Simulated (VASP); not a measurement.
```yaml
crystal:
  lattice:
    - [0.00000, 3.27343, 3.27343]
    - [3.27343, 0.00000, 3.27343]
    - [3.27343, 3.27343, 0.00000]
  atoms:
    - { symbol: Na, position: [0.25000, 0.25000, 0.25000] }
    - { symbol: Na, position: [0.75000, 0.75000, 0.75000] }
    - { symbol: S, position: [0.00000, 0.00000, 0.00000] }
```

These are AM05 GGA, VASP's PBE PAW potentials (set 64) (plane waves; VASP 6.6.1) values and carry that method's errors. Settings: 520 eV cut-off, 7×7×7 Γ-centred mesh, tetrahedra with Blöchl corrections, potentials Na_pv S.

### Question
The job: Na2S (antifluorite), 3 atoms, AM05, static run, 520 eV, 7×7×7 Γ-centred mesh. Roughly how much core time does it take on a busy server core?

### Answer
About 20 core-seconds (one run on a shared machine, a rough figure). It had 20 irreducible k-points, 14 bands, up to 1917 plane waves and 20 electronic steps.

The compound is Na2S in the antifluorite structure. It was relaxed first.
